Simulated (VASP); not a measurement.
Runs of VASP 6.6.1 on MnGe23 (a cell with a defect). The cell holds a defect, 24 atoms: a = 12.001 Å, b = 8.001 Å, c = 8.001 Å, α = 60.00°, β = 60.00°, γ = 60.00°. 

```tsv
task	spin	fixed moment (μB)	cell	gap on the mesh (eV)	moment (μB)	largest force (eV/Å)
single point	collinear, ferromagnetic start	-	as given	none	3.75	0.25
single point	collinear, ferromagnetic start	1	as given	-	1.00	0.29
single point	collinear, ferromagnetic start	3	as given	-	3.00	(a)
relaxation of the atoms	collinear, ferromagnetic start	-	atoms relaxed	none	3.75	0.02
single point	off	-	as given	none	-	1.07
```

Alike in all rows: level PBEsol+U; potentials or basis VASP PAW PBE potentials, release 64 (Mn_pv, Ge_d); Mn d U = 3.5 eV; k mesh 2 × 2 × 2; cutoff (eV) 350; smearing gaussian 0.03 eV; the mesh is coarse, so values aren't converged.

Q: Fill in the values left out.

A: (a) 0.22.

Caveats: all runs use coarse meshes; the PAW data sets were made with another functional, which shifts forces and pressure a little; the U is typed as a test and isn't derived for this compound; the total moment is fixed, so each spin has its own Fermi level (some runs); U without spin polarisation on a metal has little footing (some runs).

A k mesh can miss the band edges, and the runs leave out spin-orbit coupling on Ge.

A gap of «none» marks a metal or a gap under the smearing width.
